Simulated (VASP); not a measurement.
# CdSe (Cadmoselite): what each functional gives, and what it costs, part 7 of 7

Wanted: bands and gap of CdSe (Cadmoselite) from one functional after another. The start is a cell from a database of measured crystal structures.

VASP 6.6.1, plane waves and PAW; the level of theory is named at each step.

So far, least gap on mesh and path (eV): step 2 (bands, level LDA, k 4×4×2) 0.413; step 12 (bands, level r2SCANh, k 4×4×2) 1.72; step 13 (bands, level HSE03, k 4×4×2) 1.46; step 14 (bands, level PBE + SOC) 0.549; step 16 (bands, level HSE06 + SOC) 1.52.

## (17) Bands with TB-mBJ + SOC

This step: TB-mBJ, spin-orbit coupling; plane waves and PAW (Cd, Se) (VASP 6.6.1).

Contents of INCAR:

```
SYSTEM = CdSe
PREC = Accurate
ENCUT = 400
EDIFF = 1E-06
NELM = 150
ISMEAR = 0
SIGMA = 0.02
LREAL = .FALSE.
ALGO = Normal
METAGGA = MBJ
LASPH = .TRUE.
LNONCOLLINEAR = .TRUE.
MAGMOM = 0 0 0 0 0 0 0 0 0 0 0 0
NBANDS = 48
GGA_COMPAT = .FALSE.
LSORBIT = .TRUE.
LORBIT = 11
LWAVE = .FALSE.
LCHARG = .FALSE.
KPAR = 4
NCORE = 2
```

Contents of POSCAR:

```
CdSe
1.0
    4.2990000000      0.0000000000      0.0000000000
   -2.1495000000      3.7230432109      0.0000000000
    0.0000000000      0.0000000000      7.0100000000
Cd Se
2 2
Direct
    0.3333333333      0.6666666667      0.0000000000
    0.6666666667      0.3333333333      0.5000000000
    0.3333333333      0.6666666667      0.3767900000
    0.6666666667      0.3333333333      0.8767900000
```

Contents of KPOINTS:

```
Automatic mesh
0
Gamma
4 4 3
0 0 0
```

Contents of KPOINTS_OPT:

```
Line mode
16
Line-mode
Reciprocal
  0.00000000   0.00000000   0.00000000 GAMMA
  0.50000000   0.00000000   0.00000000 M

  0.50000000   0.00000000   0.00000000 M
  0.33333333   0.33333333   0.00000000 K

  0.33333333   0.33333333   0.00000000 K
  0.00000000   0.00000000   0.00000000 GAMMA

  0.00000000   0.00000000   0.00000000 GAMMA
  0.00000000   0.00000000   0.50000000 A

  0.00000000   0.00000000   0.50000000 A
  0.50000000   0.00000000   0.50000000 L

  0.50000000   0.00000000   0.50000000 L
  0.33333333   0.33333333   0.50000000 H

  0.33333333   0.33333333   0.50000000 H
  0.00000000   0.00000000   0.50000000 A

  0.50000000   0.00000000   0.50000000 L
  0.50000000   0.00000000   0.00000000 M

  0.33333333   0.33333333   0.00000000 K
  0.33333333   0.33333333   0.50000000 H
```

The projector-augmented-wave data sets are Cd and Se (PBE family, release 64).

On the command line:

```sh
$ mpirun -np 8 vasp_ncl
```

Numbers of over 12 decimals in the logs are rounded to 6 here.

Log:

```text
[... set-up lines as in an earlier step ...]
 entering main loop
       N       E                     dE             d eps       ncg     rms          rms(c)
DAV:   1     0.101289699536E+04    0.10129E+04   -0.14818E+04  1160   0.110E+03
DAV:   2     0.795954685582E+03   -0.21694E+03   -0.21102E+03  1288   0.307E+02
DAV:   3     0.783589894223E+03   -0.12365E+02   -0.12296E+02  1368   0.732E+01
DAV:   4     0.783472209514E+03   -0.11768E+00   -0.11758E+00  1280   0.676E+00
[...]
DAV:  46     0.787925601101E+03    0.37451E-05   -0.50410E-12   600   0.127E-05    0.666E-06
DAV:  47     0.787925602186E+03    0.10850E-05   -0.31473E-12   592   0.570E-06    0.581E-06
DAV:  48     0.787925602215E+03    0.28961E-07    0.33451E-13   600   0.172E-06
   1 F= 0.78792560E+03 E0= 0.78792560E+03  d E =-.187388E-21  mag=    -0.0000     0.0000     0.0000
 Start KPOINTS_OPT (optional k-point list driver)
k-point batch [1-12\144]
       N       E                     dE             ncg
DAV:   1     0.729665644865E+03   -0.18544E+04     1160
DAV:   2    -0.192657167116E+04   -0.26562E+04     1320
DAV:   3    -0.206958579408E+04   -0.14301E+03     1360
DAV:   4    -0.207103429300E+04   -0.14485E+01     1336
DAV:   5    -0.207105264873E+04   -0.18356E-01     1328
DAV:   6    -0.207105306276E+04   -0.41403E-03     1336
DAV:   7    -0.207105307716E+04   -0.14405E-04     1160
DAV:   8    -0.207105307769E+04   -0.52428E-06      992
[...]
k-point batch [133-144\144]
       N       E                     dE             ncg
DAV:   1     0.460907292896E+03   -0.11369E+05     1176
DAV:   2    -0.204673570080E+04   -0.25076E+04     1272
DAV:   3    -0.217313610789E+04   -0.12640E+03     1392
DAV:   4    -0.217422091086E+04   -0.10848E+01     1224
DAV:   5    -0.217423003711E+04   -0.91262E-02     1280
DAV:   6    -0.217423018973E+04   -0.15262E-03     1264
DAV:   7    -0.217423019396E+04   -0.42291E-05     1096
DAV:   8    -0.217423019411E+04   -0.14977E-06      856
```

Run time: 3 min. Hardware: 8 MPI ranks of AMD EPYC 7R43, shared host; peak memory 2.2 GiB.

Parts of OUTCAR (step 17):

```text
  Total      -58.4599252    -58.4599252    -58.6977506      0.0000000      0.0000000      0.0000000
  in kB     -834.8054926   -834.8054926   -838.2016296      0.0000000      0.0000000      0.0000000
  external PRESSURE =    -835.9375383 kB  Pullay stress =       0.0000000 kB

 POSITION                                       TOTAL-FORCE (eV/Angst)
 -----------------------------------------------------------------------------------
     -0.00000      2.48203      0.00000        -0.000000      0.000000      0.049640
      2.14950      1.24101      3.50500         0.000000      0.000000      0.049640
     -0.00000      2.48203      2.64130         0.000000     -0.000000     -0.049640
      2.14950      1.24101      6.14630        -0.000000      0.000000     -0.049640
 -----------------------------------------------------------------------------------
    total drift:                               -0.000000      0.000000     -0.015011

  FREE ENERGIE OF THE ION-ELECTRON SYSTEM (eV)
  ---------------------------------------------------
  free  energy   TOTEN  =       787.9256022153 eV

  energy  without entropy=      787.9256022153  energy(sigma->0) =      787.92560222

 magnetization (x)
# of ion       s       p       d       tot
------------------------------------------
    1       -0.000  -0.000  -0.000  -0.000
    2        0.000   0.000   0.000   0.000
    3        0.000  -0.000  -0.000  -0.000
    4       -0.000  -0.000   0.000  -0.000
--------------------------------------------------
tot         -0.000  -0.000   0.000  -0.000

 magnetization (y)
# of ion       s       p       d       tot
------------------------------------------
    1        0.000   0.000   0.000   0.000
    2        0.000   0.000   0.000   0.000
    3        0.000   0.000   0.000   0.000
    4       -0.000   0.000   0.000  -0.000
--------------------------------------------------
tot          0.000   0.000   0.000   0.000

 magnetization (z)
# of ion       s       p       d       tot
------------------------------------------
    1       -0.000  -0.000   0.000  -0.000
    2       -0.000   0.000  -0.000  -0.000
    3        0.000  -0.000   0.000   0.000
    4        0.000   0.000   0.000   0.000
--------------------------------------------------
tot         -0.000   0.000   0.000  -0.000

[... 2 parts as in an earlier step ...]

[... 1 further part left out ...]
[key lines of the parts left out:]
E-fermi :   1.4545
```

The electronic bands at the labelled points (eV, zero at the valence-band top; v1 is the highest filled band, c1 the lowest empty one):

```csv
point,v4,v3,v2,v1,c1,c2,c3,c4
Γ,-0.02,-0.02,0.00,0.00,1.93,1.93,3.22,3.22
0.53 of the way,-0.65,-0.65,-0.45,-0.42,3.62,3.62,4.33,4.37
M,-1.27,-1.27,-0.78,-0.78,4.10,4.10,4.19,4.19
0.53 of the way,-1.47,-1.41,-1.25,-1.21,4.77,4.82,5.07,5.11
K,-1.79,-1.76,-1.57,-1.57,5.05,5.05,5.37,5.52
0.47 of the way,-0.86,-0.86,-0.68,-0.65,4.05,4.07,4.95,5.01
Γ,-0.02,-0.02,0.00,0.00,1.93,1.93,3.22,3.22
0.47 of the way,-0.29,-0.29,-0.09,-0.09,2.63,2.63,3.30,3.30
A,-0.35,-0.35,-0.35,-0.35,3.37,3.37,3.37,3.37
0.47 of the way,-0.86,-0.86,-0.85,-0.85,4.27,4.27,4.30,4.30
L,-1.24,-1.24,-1.24,-1.24,3.89,3.89,3.89,3.89
0.47 of the way,-1.19,-1.19,-1.13,-1.13,4.28,4.28,4.33,4.33
H,-1.14,-1.14,-1.09,-1.09,4.59,4.59,4.65,4.65
0.47 of the way,-1.24,-1.24,-1.14,-1.14,4.57,4.57,4.63,4.63
A,-0.35,-0.35,-0.35,-0.35,3.37,3.37,3.37,3.37
jump to L,-1.24,-1.24,-1.24,-1.24,3.89,3.89,3.89,3.89
0.47 of the way,-1.15,-1.15,-0.93,-0.93,3.72,3.72,4.24,4.24
M,-1.27,-1.27,-0.78,-0.78,4.10,4.10,4.19,4.19
jump to K,-1.79,-1.76,-1.57,-1.57,5.05,5.05,5.37,5.52
0.53 of the way,-1.43,-1.41,-1.37,-1.37,4.95,5.03,5.06,5.06
H,-1.14,-1.14,-1.09,-1.09,4.59,4.59,4.65,4.65
```

The largest weight of each band there:

```csv
point,v4,v3,v2,v1,c1,c2,c3,c4
Γ,Se 0.83,Se 0.83,Se 0.83,Se 0.83,Cd 0.56,Cd 0.56,Cd 0.66,Cd 0.66
M,Se 0.79,Se 0.79,Se 0.82,Se 0.82,Cd 0.55,Cd 0.55,Cd 0.65,Cd 0.65
K,Se 0.78,Se 0.78,Se 0.79,Se 0.79,Cd 0.61,Cd 0.61,Se 0.53,Se 0.54
Γ,Se 0.83,Se 0.83,Se 0.83,Se 0.83,Cd 0.56,Cd 0.56,Cd 0.66,Cd 0.66
A,Se 0.82,Se 0.82,Se 0.82,Se 0.82,Cd 0.54,Cd 0.54,Cd 0.54,Cd 0.54
L,Se 0.81,Se 0.81,Se 0.81,Se 0.81,Cd 0.63,Cd 0.63,Cd 0.63,Cd 0.63
```

The gap is 1.93 eV, direct at Γ. Against TB-mBJ that is -0.11 eV, on another mesh; this run took 2.8 times the core time.

## (18) The ladder as a table

This step: ladder of functionals on one cell; plane waves and PAW (VASP 6.6.1).

Derived from the runs above.

A gap of 0 means none; cost is the wall time of each run, as given at its step, times its ranks, without the set-up around it. Results by level, by row:

```csv
level,gap (eV),least direct gap (eV),pressure (GPa),cost (core minutes)
LDA,0.413,0.413,-1.57,3.47
PBE,0.667,0.667,3.04,3.33
r2SCAN,1.159,1.159,1.52,11.9
TB-mBJ,2.037,2.037,-,8.67
AM05,0.646,0.646,0.74,3.73
LAK,1.521,1.521,4.57,8.27
HSE06,1.656,1.656,-,32.8
r2SCAN0,2.583,2.583,-,32.8
HSEsol,1.51,1.51,-,32.4
r2SCANh,1.718,1.718,-,33.3
HSE03,1.458,1.458,-,32.9
PBE + SOC,0.549,0.549,3.05,10
HSE06 + SOC,1.523,1.523,-,236
TB-mBJ + SOC,1.925,1.925,-,24.3
```

## (19) Summary of results

```yaml
gap_lda: 0.413 eV
gap_pbe: 0.667 eV
gap_r2scan: 1.16 eV
gap_tb_mbj: 2.04 eV
gap_am05: 0.646 eV
gap_lak: 1.52 eV
gap_hse06: 1.66 eV
gap_r2scan0: 2.58 eV
gap_hsesol: 1.51 eV
gap_r2scanh: 1.72 eV
gap_hse03: 1.46 eV
gap_pbe_soc: 0.549 eV
gap_hse06_soc: 1.52 eV
gap_tb_mbj_soc: 1.93 eV
```

What this shows: For CdSe (Cadmoselite), without spin-orbit coupling, the functional decides between a gap of 0.413 eV (LDA) and 2.58 eV (r2SCAN0), while across these levels the cost spans a factor of 10. HSE06 moves the gap by +0.99 eV from PBE, at about 9.8 times the core time, though on fewer points of the path. On r2SCAN the gap grows with the share of exact exchange: 1.16 eV at none, 1.72 eV at 0.10, 2.58 eV at 0.25. Spin-orbit coupling changes the PBE gap by -0.12 eV (the two runs use different meshes). TB-mBJ lands +0.38 eV from HSE06 at 26 % of its cost. All levels use one geometry, and one mesh but for spin-orbit runs, kept coarse to afford the hybrids, so no gap here is fully converged. Costs come from a shared host, and the hybrids use PRECFOCK = Fast. These are single-particle gaps of a static lattice, without excitons or temperature.

[Lines on the potential files, build, host, timing and source positions are cut from VASP's logs without a mark.]

[Logs are printed without paths, hosts, clocks, repeated set-up lines and the standing remarks that a program may print on its own settings, such as how far it seeks lower states.]

[Hosts, paths, dates, database ids (printed as entryN), source tags and the programs' standing remarks are cut or masked in the printed files.]

[Measured values are set beside computed ones only where the two were judged alike; some that the calculation misses by far are left out.]
